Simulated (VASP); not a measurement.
Crystal: CdBr.

```
Cd Br
1.0
     0.00000    3.07239    3.07239
     3.07239    0.00000    3.07239
     3.07239    3.07239    0.00000
Cd Br
1 1
Direct
  0.00000 0.00000 0.00000
  0.50000 0.50000 0.50000
```

The cell was built by a generator and needn't be a form met in nature.

- Program: VASP 6.6.1
- Task: relaxation of cell and atoms
- Functional: LDA
- Potentials or basis: VASP PAW LDA potentials, release 64 (Cd, Br)
- Cutoff: 600 eV
- k mesh: 6 × 6 × 6
- Occupations: fermi-dirac, width 0.05 eV
- Spin: no spin polarisation

At the start: pressure -2.7 GPa; volume 29.00 Å³/atom.

Task: Where does the relaxation end?

Result: Over 3 steps the energy falls by 21.6 meV/atom and the volume is 26.65 Å³/atom (-8.1 %); space group Fm-3m (No. 225, to 0.05 Å).

Step by step:
| step | energy change (eV) | largest force (eV/Å) | pressure (GPa) | volume (Å³) |
| --- | --- | --- | --- | --- |
| 1 | 0.0000 | 0.0000 | -2.70 | 58.00 |
| 2 | -0.0420 | 0.0000 | -0.50 | 54.00 |
| 3 | -0.0431 | 0.0000 | -0.05 | 53.30 |

Final structure:
```yaml
crystal:
  lattice:
    - [0.00000, 2.98707, 2.98707]
    - [2.98707, 0.00000, 2.98707]
    - [2.98707, 2.98707, 0.00000]
  atoms:
    - { symbol: Cd, position: [0.00000, 0.00000, 0.00000] }
    - { symbol: Br, position: [0.50000, 0.50000, 0.50000] }
```

Caveat: an odd number of electrons without spin polarisation forces a metal; a magnetic or distorted state may lie lower.
